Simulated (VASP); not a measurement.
An input for Quantum ESPRESSO's pw.x (written as the equivalent of a VASP run, and not itself run):

```
&CONTROL
  calculation = 'vc-relax'
  pseudo_dir = './pseudo'
  outdir = './out'
  tprnfor = .true.
  tstress = .true.
  nstep = 60
  forc_conv_thr = 0.00039
/
&SYSTEM
  ibrav = 0
  nat = 2
  ntyp = 2
  ecutwfc = 66
  occupations = 'smearing'
  smearing = 'methfessel-paxton'
  degauss = 0.00735
  input_dft = 'pbe'
/
&ELECTRONS
  conv_thr = 7.3e-08
  electron_maxstep = 100
/
&IONS
/
&CELL
/
ATOMIC_SPECIES
  Zr 91.224 Zr.upf
  Si 28.085 Si.upf
CELL_PARAMETERS angstrom
     3.7180000    0.0000000    0.0000000
     0.0000000    3.7180000    0.0000000
     0.0000000    0.0000000    3.7180000
ATOMIC_POSITIONS crystal
  Zr   0.0000000  0.0000000  0.0000000
  Si   0.5000000  0.5000000  0.5000000
K_POINTS automatic
  9 9 9 0 0 0
```

Write the VASP files for the same calculation (PBE).

This is not unique; one that fits is 
### POSCAR
```
ZrSi
1
    3.7180000000     0.0000000000     0.0000000000
    0.0000000000     3.7180000000     0.0000000000
    0.0000000000     0.0000000000     3.7180000000
Zr Si
1 1
Direct
  0.0000000000   0.0000000000   0.0000000000
  0.5000000000   0.5000000000   0.5000000000
```

**INCAR**
```
SYSTEM = ZrSi
PREC = Accurate
ENCUT = 400
EDIFF = 1E-6
NELM = 100
ALGO = Normal
LREAL = .FALSE.
LASPH = .TRUE.
ISMEAR = 1
SIGMA = 0.1
GGA = PE
LMAXMIX = 4
LWAVE = .FALSE.
LCHARG = .FALSE.
IBRION = 2
ISIF = 3
NSW = 60
EDIFFG = -0.01
```

File KPOINTS:
```
kpoints
0
Gamma
 9 9 9
```

POTCAR, in this order: Zr_sv Si (PBE.64 set). Program: vasp_std.

What does not carry over: the potentials are each code's own (VASP's PAW set, PseudoDojo norm-conserving files in pw.x), so ENCUT and ecutwfc are chosen apart and not converted; conv_thr bounds pw.x's estimated SCF error, while EDIFF bounds the energy change between steps; forc_conv_thr acts on force components and is met together with etot_conv_thr.

The structure was generated: ZrSi was put into the CsCl type type (Pm-3m), which need not be its known phase. This run relaxes it. Symmetry was kept, so distortions that lower it aren't found.
